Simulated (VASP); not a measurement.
Level of theory: TPSS meta-GGA, VASP's PBE PAW potentials (set 64) (plane waves; VASP).

VASP input:

POSCAR:
```
Ba
1
   -2.5087194098     2.5087194098     2.5087194098
    2.5087194098    -2.5087194098     2.5087194098
    2.5087194098     2.5087194098    -2.5087194098
Ba
1
Direct
  1.0000000000   0.0000000000   0.0000000000
```

### INCAR
```
! general
SYSTEM   =  Ba
PREC     =  Accurate
ENCUT    =  520   ! plane-wave cut-off (eV)
LREAL    =  .False.
LASPH    =  .True.

! electronic loop
EDIFF    =  1E-7
NELM     =  100   ! most electronic steps
ALGO     =  Normal   ! blocked Davidson
LMAXMIX  =  4   ! l cut-off of mixed one-centre charges
LMIXTAU  =  .True.

! smearing
ISMEAR   =  1   ! Methfessel-Paxton
SIGMA    =  0.1

! functional
METAGGA  =  TPSS

! ions
ISIF     =  2   ! forces and stress, cell fixed

! output
LWAVE    =  .False.
LCHARG   =  .False.
```

File KPOINTS:
```
Automatic mesh
0
Gamma
10 10 10
0 0 0
```

POTCAR, in this order: Ba_sv (PBE.64 set). Program: vasp_std.

The run wrote:

OUTCAR:
```
 ion  position               nearest neighbor table
   1  0.000  0.000  0.000-
  LATTYP: Found a body centered cubic cell.
 ALAT       =     5.0174388196
 Subroutine PRICEL returns:
 Original cell was already a primitive cell.
 Subroutine GETGRP returns: Found 48 space group operations
The static configuration has the point symmetry O_h .
The dynamic configuration has the point symmetry O_h .
 Subroutine INISYM returns: Found 48 space group operations
 Subroutine IBZKPT returns following result:
 Found     47 irreducible k-points:

 Following reciprocal coordinates:
            Coordinates               Weight
  0.000000  0.000000  0.000000      1.000000
  0.100000  0.000000  0.000000     12.000000
  0.200000  0.000000  0.000000     12.000000
  0.300000  0.000000  0.000000     12.000000
  0.400000  0.000000  0.000000     12.000000
  0.500000  0.000000  0.000000      6.000000
  0.100000  0.100000  0.000000     24.000000
  0.200000  0.100000  0.000000     48.000000
  0.300000  0.100000 -0.000000     48.000000
  0.400000  0.100000  0.000000     48.000000
...
```

OSZICAR:
```
       N       E                     dE             d eps       ncg     rms          rms(c)
DAV:   1     0.127263695947E+03    0.12726E+03   -0.53570E+03  1334   0.442E+03
DAV:   2     0.309015067412E+02   -0.96362E+02   -0.91287E+02  1692   0.708E+02
DAV:   3    -0.285137049558E+01   -0.33753E+02   -0.32875E+02  1692   0.513E+02
DAV:   4    -0.734901088890E+01   -0.44976E+01   -0.44676E+01  1692   0.210E+02
DAV:   5    -0.795199542401E+01   -0.60298E+00   -0.60065E+00  1692   0.104E+02    0.369E+00
DAV:   6    -0.957361595891E+01   -0.16216E+01   -0.84878E+00  1272   0.297E+01    0.437E-01
DAV:   7    -0.958855087610E+01   -0.14935E-01   -0.23140E-01  1073   0.621E+00    0.261E-01
DAV:   8    -0.947319348804E+01    0.11536E+00   -0.22992E-01  1132   0.581E+00    0.107E-01
DAV:   9    -0.955464478413E+01   -0.81451E-01   -0.82821E-02   990   0.397E+00    0.971E-02
DAV:  10    -0.955259290891E+01    0.20519E-02   -0.15408E-03  1358   0.355E-01    0.862E-02
DAV:  11    -0.955252999777E+01    0.62911E-04   -0.20138E-04  1158   0.152E-01    0.808E-02
DAV:  12    -0.955209814503E+01    0.43185E-03   -0.23502E-03   913   0.580E-01    0.771E-02
DAV:  13    -0.955471868609E+01   -0.26205E-02   -0.12946E-03   876   0.486E-01    0.276E-02
DAV:  14    -0.955505316814E+01   -0.33448E-03   -0.12957E-04   986   0.916E-02    0.234E-02
DAV:  15    -0.955502303085E+01    0.30137E-04   -0.88206E-05   871   0.917E-02    0.817E-03
DAV:  16    -0.955504202021E+01   -0.18989E-04   -0.31822E-06  1170   0.174E-02    0.634E-03
DAV:  17    -0.955506635730E+01   -0.24337E-04   -0.96426E-06   864   0.262E-02    0.176E-03
DAV:  18    -0.955506682551E+01   -0.46821E-06   -0.62016E-07  1037   0.908E-03    0.546E-04
DAV:  19    -0.955506699763E+01   -0.17212E-06   -0.16037E-07   924   0.520E-03    0.376E-04
DAV:  20    -0.955506695067E+01    0.46962E-07   -0.12530E-08   539   0.171E-03
   1 F= -.95550670E+01 E0= -.95548758E+01  d E =-.573479E-03
```

### OUTCAR
```
------------------------ aborting loop because EDIFF is reached ----------------------------------------
  FORCE on cell =-STRESS in cart. coord.  units (eV):
  Direction    XX          YY          ZZ          XY          YZ          ZX
  --------------------------------------------------------------------------------------
  Total       -0.0153625     -0.0153625     -0.0153625     -0.0000000      0.0000000     -0.0000000
  in kB       -0.3897225     -0.3897225     -0.3897225     -0.0000000      0.0000000     -0.0000000
  external PRESSURE =      -0.3897225 kB  Pullay stress =       0.0000000 kB
  volume of cell :       63.16
      direct lattice vectors                 reciprocal lattice vectors
    -2.508719410  2.508719410  2.508719410     0.000000000  0.199304872  0.199304872
     2.508719410 -2.508719410  2.508719410     0.199304872  0.000000000  0.199304872
     2.508719410  2.508719410 -2.508719410     0.199304872  0.199304872  0.000000000
 POSITION                                       TOTAL-FORCE (eV/Angst)
 -----------------------------------------------------------------------------------
      0.00000      0.00000      0.00000        -0.000000      0.000000      0.000000
 -----------------------------------------------------------------------------------
    total drift:                                0.000000      0.000000     -0.000000
  FREE ENERGIE OF THE ION-ELECTRON SYSTEM (eV)
  ---------------------------------------------------
  free  energy   TOTEN  =        -9.5550669507 eV

  energy  without entropy=       -9.5544934715  energy(sigma->0) =       -9.55487579
```
(Selected blocks of OUTCAR.)

The compound is Ba in the bcc structure. It was relaxed first.
